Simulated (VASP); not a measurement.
Input:

```xyz
2
Lattice="0.0000 2.8865 2.8865 2.8865 0.0000 2.8865 2.8865 2.8865 0.0000" Properties=species:S:1:pos:R:3 pbc="T T T"
In     0.0000     0.0000     0.0000
P      1.4433     1.4433     1.4433
```

Calculation: HSE06 screened hybrid, VASP's PBE PAW potentials (set 64) (plane waves; VASP 6.6.1). Run with 520 eV cut-off, 6×6×6 Γ-centred mesh, Gaussian smearing of 0.050 eV, potentials In_d P.

Unless said otherwise, spin-orbit coupling is left out, though it shifts the bands of the heavy elements here.

Q: Estimate the energy per atom (σ→0), pressure, band gap (on the k-mesh) with the smallest direct gap where there is one.

A: 
```
Quantity                                     Result
-----------------------------------  --------------
band gap (on the k-mesh)                    1.79 eV
smallest direct gap (on the k-mesh)         1.79 eV
energy per atom (σ→0)                -4.983 eV/atom
pressure                                   5.11 GPa
```

The compound is InP in the zinc blende structure. This cell is one point of a volume scan, at 0.91 of the reference volume. The cell's shape comes from a PBE relaxation.
